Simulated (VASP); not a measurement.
Output of a VASP run:

### OSZICAR
```
       N       E                     dE             d eps       ncg     rms          rms(c)
DAV:   1     0.183875183977E+02    0.18388E+02   -0.67516E+03  1034   0.993E+02
DAV:   2    -0.228205318922E+02   -0.41208E+02   -0.38752E+02  1426   0.192E+02
DAV:   3    -0.241934617857E+02   -0.13729E+01   -0.13573E+01  1345   0.281E+01
DAV:   4    -0.242028381286E+02   -0.93763E-02   -0.93731E-02  1254   0.270E+00
DAV:   5    -0.242029344250E+02   -0.96296E-04   -0.96254E-04  1351   0.219E-01    0.578E+01
DAV:   6    -0.211314881252E+02    0.30714E+01   -0.19862E+01  1157   0.230E+01    0.412E+01
DAV:   7    -0.210658904679E+02    0.65598E-01   -0.60125E-01  1194   0.604E+00    0.247E+01
DAV:   8    -0.210585775323E+02    0.73129E-02   -0.52585E-02  1151   0.230E+00    0.568E+00
DAV:   9    -0.210531732351E+02    0.54043E-02   -0.24890E-02  1186   0.966E-01    0.181E+00
DAV:  10    -0.210529680698E+02    0.20517E-03   -0.87358E-04  1242   0.253E-01    0.366E-01
DAV:  11    -0.210529680604E+02    0.93764E-08   -0.13627E-04  1199   0.894E-02    0.630E-02
DAV:  12    -0.210529653803E+02    0.26802E-05   -0.62589E-06  1200   0.216E-02    0.672E-02
DAV:  13    -0.210529645515E+02    0.82876E-06   -0.49010E-07   601   0.735E-03
   1 F= -.21052965E+02 E0= -.21047643E+02  d E =-.210530E+02
       N       E                     dE             d eps       ncg     rms          rms(c)
DAV:   1    -0.210532068094E+02   -0.24143E-03   -0.81927E-03  1043   0.875E-01    0.271E-01
DAV:   2    -0.210530025060E+02    0.20430E-03   -0.25955E-04  1040   0.161E-01    0.146E-01
DAV:   3    -0.210529245754E+02    0.77931E-04   -0.23825E-04  1061   0.139E-01    0.934E-02
DAV:   4    -0.210529256944E+02   -0.11191E-05   -0.34991E-06  1228   0.192E-02    0.114E-01
DAV:   5    -0.210529230392E+02    0.26552E-05   -0.13058E-06   902   0.928E-03    0.154E-02
DAV:   6    -0.210529226136E+02    0.42558E-06   -0.35733E-07   526   0.402E-03
   2 F= -.21052923E+02 E0= -.21047601E+02  d E =0.419379E-04
       N       E                     dE             d eps       ncg     rms          rms(c)
DAV:   1    -0.210530956279E+02   -0.17259E-03   -0.33882E-03  1037   0.563E-01    0.174E-01
DAV:   2    -0.210530113498E+02    0.84278E-04   -0.10775E-04  1040   0.104E-01    0.938E-02
DAV:   3    -0.210529797967E+02    0.31553E-04   -0.98178E-05  1058   0.894E-02    0.603E-02
DAV:   4    -0.210529797358E+02    0.60892E-07   -0.13365E-06   994   0.122E-02
   3 F= -.21052980E+02 E0= -.21047657E+02  d E =-.151842E-04
```

OUTCAR:
```
------------------------ aborting loop because EDIFF is reached ----------------------------------------
  FORCE on cell =-STRESS in cart. coord.  units (eV):
  Direction    XX          YY          ZZ          XY          YZ          ZX
  --------------------------------------------------------------------------------------
  Total        0.0035910      0.0035910      0.0035910     -0.0000000      0.0000000     -0.0000000
  in kB        0.2301581      0.2301581      0.2301581     -0.0000000      0.0000000     -0.0000000
  external PRESSURE =       0.2301581 kB  Pullay stress =       0.0000000 kB
  volume of cell :       25.00
      direct lattice vectors                 reciprocal lattice vectors
     0.000000000  2.320732185  2.320732185    -0.215449246  0.215449246  0.215449246
     2.320732185  0.000000000  2.320732185     0.215449246 -0.215449246  0.215449246
     2.320732185  2.320732185 -0.000000000     0.215449246  0.215449246 -0.215449246
 POSITION                                       TOTAL-FORCE (eV/Angst)
 -----------------------------------------------------------------------------------
      0.00000      0.00000      0.00000         0.000000     -0.000000     -0.000000
      2.32073      2.32073      2.32073        -0.000000      0.000000      0.000000
 -----------------------------------------------------------------------------------
    total drift:                                0.000000     -0.000000     -0.000000
  FREE ENERGIE OF THE ION-ELECTRON SYSTEM (eV)
  ---------------------------------------------------
  free  energy   TOTEN  =       -21.0529797358 eV

  energy  without entropy=      -21.0423348503  energy(sigma->0) =      -21.04765729

 reached required accuracy - stopping structural energy minimisation
```
(Selected blocks of OUTCAR.)

File POSCAR:
```
HfC
1
    0.0000000000     2.3200000000     2.3200000000
    2.3200000000     0.0000000000     2.3200000000
    2.3200000000     2.3200000000     0.0000000000
Hf C
1 1
Direct
  0.0000000000   0.0000000000   0.0000000000
  0.5000000000   0.5000000000   0.5000000000
```

**Question.** Write an INCAR and KPOINTS that could have produced this output.

**Answer.** One answer among several that fit: the input of the run itself, PBE GGA, plane waves, VASP's PBE PAW potentials (set 64).

**KPOINTS**
```
Automatic
0
G
10 10 10
```

**INCAR**
```
GGA=PE   ! PBE
PREC=Accurate
EDIFFG=-0.01
LCHARG=.FALSE.
LWAVE=.FALSE.
SYSTEM=HfC
ALGO=Normal
LASPH=.TRUE.
ENCUT=400
IBRION=2
EDIFF=1E-6   ! SCF stop (eV)
ISMEAR=-1
ISIF=3
LREAL=.FALSE.   ! projection in real space or not
NELM=100
LMAXMIX=6
NSW=50
SIGMA=0.1   ! width (eV)
```

POTCAR, in this order: Hf_pv C (PBE.64 set). Program: vasp_std.

At this cut-off the stress carries a Pulay error, which pulls relaxed volumes low.

The structure is a typed HfC crystal. This run relaxes it. Symmetry was kept, so distortions that lower it aren't found. The run is one of a series of settings (EDIFFG = -0.01, IBRION = 2, ISIF = 3, NSW = 50 against the base run), some of them coarse on purpose.
